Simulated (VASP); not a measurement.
Write the native input for VASP 6.6.1 that does the following.

```
Task                   : relaxation of cell and atoms
Functional             : PBE
Potentials or basis    : VASP PAW PBE potentials, release 64 (Li_GW, Y_sv_GW, Hg_sv_GW)
Cutoff                 : 600 eV
k mesh                 : 6 × 6 × 5
Occupations            : fermi-dirac, width 0.05 eV
Spin                   : no spin polarisation
Further INCAR settings : ALGO = Fast; EDIFF = 1e-06; IBRION = 2; EDIFFG = -0.005; NSW = 60; ISIF = 3
```

The structure of LiYHg lies in POSCAR:

```
LiYHg
1.0
    4.2179400000      0.0000000000      0.0000000000
    0.0000000000      4.2179400000      0.0000000000
    0.0000000000      0.0000000000      5.2510900000
Li Y Hg
1 1 1
Direct
    0.5000000000      0.5000000000      0.5000000000
    0.0000000000      0.0000000000      0.0000000000
    0.5000000000      0.5000000000      0.0000000000
```

The cell was built by a generator and needn't be a form met in nature.

The input as run:

INCAR

```
  PREC = Accurate
  ENCUT = 600
  EDIFF = 1E-6
  ISMEAR = -1
  SIGMA = 0.05
  LREAL = False
  LASPH = True
  NELM = 100
  ALGO = Fast
  ISIF = 3
  LWAVE = False
  LCHARG = False
  GGA = PE
  IBRION = 2
  NSW = 60
  EDIFFG = -0.005
```

KPOINTS

```
Automatic mesh
0
Gamma
  6 6 5
```

Potentials or basis: VASP PAW PBE potentials, release 64 (Li_GW, Y_sv_GW, Hg_sv_GW).

The run is started by

```sh
$ cat potpaw_PBE.64/Li_GW/POTCAR potpaw_PBE.64/Y_sv_GW/POTCAR potpaw_PBE.64/Hg_sv_GW/POTCAR > POTCAR
$ mpirun -np 1 vasp_std > vasp.out
```

It gave:

```yaml
Relaxed_volume: 31.02 Å³/atom
Relaxed_cell: a = 4.203 Å, b = 4.203 Å, c = 5.266 Å, α = 90.00°, β = 90.00°, γ = 90.00°
Space_group_after_relaxing_to_0.05_Å: P4/mmm (No. 123)
Energy_gained_by_relaxing: 0.3 meV/atom
Ionic_steps: 6
Pressure_after_relaxing: 0.0 GPa
Band_gap_on_the_k_mesh: none (metal or under the smearing width)
```

It took 4.2 min on 1 thread of AMD EPYC 9R45 96-Core Processor (Zen 5), with other jobs on the host, peak memory 0.3 GiB.
